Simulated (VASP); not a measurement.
Method: PBE GGA, VASP's PBE PAW potentials (set 64) (plane waves; VASP 6.6.1).

Input for VASP

### POSCAR
```
Au
1
    0.0000000000     2.0400000000     2.0400000000
    2.0400000000     0.0000000000     2.0400000000
    2.0400000000     2.0400000000     0.0000000000
Au
1
Direct
 -0.0171568627   0.0171568627   0.0416666667
```

**INCAR**
```
IBRION  =  2
ISIF  =  3
ALGO  =  Normal
NSW  =  40   ! most ionic steps
ENCUT  =  400   ! plane-wave cut-off (eV)
LWAVE  =  .FALSE.
SYSTEM  =  Au
GGA  =  PE
LASPH  =  .TRUE.   ! aspherical one-centre terms
PREC  =  Accurate
LREAL  =  .FALSE.
LCHARG  =  .FALSE.
SIGMA  =  0.1   ! width (eV)
EDIFF  =  1E-6   ! SCF stop (eV)
NELM  =  100
EDIFFG  =  -0.01   ! ionic stop
ISMEAR  =  1   ! Methfessel-Paxton
LMAXMIX  =  6   ! l cut-off of mixed one-centre charges
```

**KPOINTS**
```
K-points
0
Gamma
 12 12 12
0 0 0
```

POTCAR, in this order: Au (PBE.64 set). Program: vasp_std.

What VASP printed:

### OSZICAR
```
       N       E                     dE             d eps       ncg     rms          rms(c)
DAV:   1     0.306933077340E+02    0.30693E+02   -0.49231E+03  1504   0.864E+02
DAV:   2    -0.323663609098E+01   -0.33930E+02   -0.31568E+02  1333   0.170E+02
DAV:   3    -0.345217022407E+01   -0.21553E+00   -0.21548E+00  1541   0.145E+01
DAV:   4    -0.345275874507E+01   -0.58852E-03   -0.58851E-03  1489   0.792E-01
DAV:   5    -0.345276217523E+01   -0.34302E-05   -0.34298E-05  1495   0.576E-02    0.954E+00
DAV:   6    -0.320731905357E+01    0.24544E+00   -0.77313E-01  1327   0.866E+00    0.602E+00
DAV:   7    -0.318732266391E+01    0.19996E-01   -0.84488E-02  1365   0.284E+00    0.277E+00
DAV:   8    -0.318503997770E+01    0.22827E-02   -0.28681E-03  1368   0.547E-01    0.276E-01
DAV:   9    -0.318501675914E+01    0.23219E-04   -0.39146E-05  1413   0.655E-02    0.419E-02
DAV:  10    -0.318502192075E+01   -0.51616E-05   -0.37229E-06  1428   0.220E-02    0.475E-03
DAV:  11    -0.318502197650E+01   -0.55741E-07   -0.42655E-08   661   0.220E-03
   1 F= -.31850220E+01 E0= -.31851020E+01  d E =-.318502E+01
       N       E                     dE             d eps       ncg     rms          rms(c)
DAV:   1    -0.546920608264E+01   -0.22842E+01   -0.48858E+01  1311   0.781E+01    0.117E+01
DAV:   2    -0.328328472897E+01    0.21859E+01   -0.66301E+00  1301   0.252E+01    0.534E+00
DAV:   3    -0.316737033737E+01    0.11591E+00   -0.49859E-01  1334   0.649E+00    0.420E+00
DAV:   4    -0.316469008620E+01    0.26803E-02   -0.98485E-03  1360   0.781E-01    0.103E+00
DAV:   5    -0.316455145780E+01    0.13863E-03   -0.33278E-03  1478   0.400E-01    0.144E-02
DAV:   6    -0.316458701361E+01   -0.35556E-04   -0.35042E-05  1410   0.549E-02    0.769E-03
DAV:   7    -0.316458821267E+01   -0.11991E-05   -0.13526E-06  1506   0.107E-02    0.396E-03
DAV:   8    -0.316458821663E+01   -0.39610E-08   -0.10179E-08   651   0.106E-03
   2 F= -.31645882E+01 E0= -.31646513E+01  d E =0.204338E-01
       N       E                     dE             d eps       ncg     rms          rms(c)
DAV:   1    -0.405221894089E+01   -0.88763E+00   -0.16806E+01  1326   0.447E+01    0.553E+00
DAV:   2    -0.323609568697E+01    0.81612E+00   -0.30067E+00  1307   0.163E+01    0.145E+00
DAV:   3    -0.321010599428E+01    0.25990E-01   -0.13411E-01  1331   0.327E+00    0.117E+00
DAV:   4    -0.321087076172E+01   -0.76477E-03   -0.67159E-03  1392   0.666E-01    0.148E-01
DAV:   5    -0.321081144970E+01    0.59312E-04   -0.99162E-05  1342   0.107E-01    0.307E-02
DAV:   6    -0.321082496969E+01   -0.13520E-04   -0.36267E-06  1352   0.162E-02    0.132E-03
DAV:   7    -0.321082532595E+01   -0.35626E-06   -0.14061E-07   719   0.386E-03
   3 F= -.32108253E+01 E0= -.32109414E+01  d E =-.258033E-01
       N       E                     dE             d eps       ncg     rms          rms(c)
DAV:   1    -0.321100133559E+01   -0.17637E-03   -0.33291E-03  1325   0.639E-01    0.773E-02
DAV:   2    -0.321084221922E+01    0.15912E-03   -0.55330E-04  1308   0.224E-01    0.299E-02
DAV:   3    -0.321083751443E+01    0.47048E-05   -0.27710E-05  1313   0.478E-02    0.227E-02
DAV:   4    -0.321083887435E+01   -0.13599E-05   -0.11227E-06  1335   0.839E-03    0.565E-04
DAV:   5    -0.321083891837E+01   -0.44020E-07   -0.18524E-08   648   0.136E-03
   4 F= -.32108389E+01 E0= -.32109575E+01  d E =-.258169E-01
```

File OUTCAR:
```
------------------------ aborting loop because EDIFF is reached ----------------------------------------
  FORCE on cell =-STRESS in cart. coord.  units (eV):
  Direction    XX          YY          ZZ          XY          YZ          ZX
  --------------------------------------------------------------------------------------
  Total       -0.0028832     -0.0028832     -0.0028832      0.0000000      0.0000000      0.0000000
  in kB       -0.2573355     -0.2573355     -0.2573355      0.0000000      0.0000000      0.0000000
  external PRESSURE =      -0.2573355 kB  Pullay stress =       0.0000000 kB
  volume of cell :       17.95
      direct lattice vectors                 reciprocal lattice vectors
     0.000000000  2.078184171  2.078184171    -0.240594653  0.240594653  0.240594653
     2.078184171 -0.000000000  2.078184171     0.240594653 -0.240594653  0.240594653
     2.078184171  2.078184171 -0.000000000     0.240594653  0.240594653 -0.240594653
 POSITION                                       TOTAL-FORCE (eV/Angst)
 -----------------------------------------------------------------------------------
      0.12225      2.12912      2.07818         0.000000     -0.000000     -0.000000
 -----------------------------------------------------------------------------------
    total drift:                               -0.000011      0.000000      0.000000
  FREE ENERGIE OF THE ION-ELECTRON SYSTEM (eV)
  ---------------------------------------------------
  free  energy   TOTEN  =        -3.2108389184 eV

  energy  without entropy=       -3.2111947774  energy(sigma->0) =       -3.21095754

 reached required accuracy - stopping structural energy minimisation
```
(Selected blocks of OUTCAR.)

CONTCAR:
```
Au
   1.00000000000000
     0.0000000000000000    2.0781841705758319    2.0781841705758319
     2.0781841705758319   -0.0000000000000000    2.0781841705758319
     2.0781841705758319    2.0781841705758319   -0.0000000000000000
  Au
     1
Direct
     0.9828431373000015    0.0171568626999985    0.0416666667000030
```

Energy and stress use the plane-wave basis of the starting cell.

The compound is Au in the fcc structure. This run relaxes it. Symmetry was kept, so distortions that lower it aren't found.
